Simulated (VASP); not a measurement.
## Ti3Al (relaxed from the D019 structure, space group P6_3/mmc): computed properties

Calculation: PBEsol GGA, VASP's PBE PAW potentials (set 64) (plane waves; VASP 6.6.1).

```yaml
space_group: P6_3/mmc (194)
cell: a = b = 5.6804 Å, c = 4.5974 Å, α = β = 90.00°, γ = 120.00°
volume_per_atom: 16.06 Å³/atom
band gap (over mesh and band path): none (metal, semimetal or under 0.01 eV)
density: 4.41 g/cm³
```

Space group P6₃/mmc (No. 194); a = 5.680 Å, b = 5.680 Å, c = 4.597 Å, α = 90.00°, β = 90.00°, γ = 120.00°

```json
[
 {"atom": "Ti", "site": "6h", "symmetry": "mm2", "x": "0.3394", "y": "0.1697", "z": "0.2500"},
 {"atom": "Al", "site": "2c", "symmetry": "-6m2", "x": "0.3333", "y": "0.6667", "z": "0.2500"}
]
```

The structure was generated: Ti3Al was put into the D019 type (P6_3/mmc), which need not be its known phase. It was relaxed first, which changed the volume by -12 %. Symmetry was kept, so distortions that lower it aren't found.
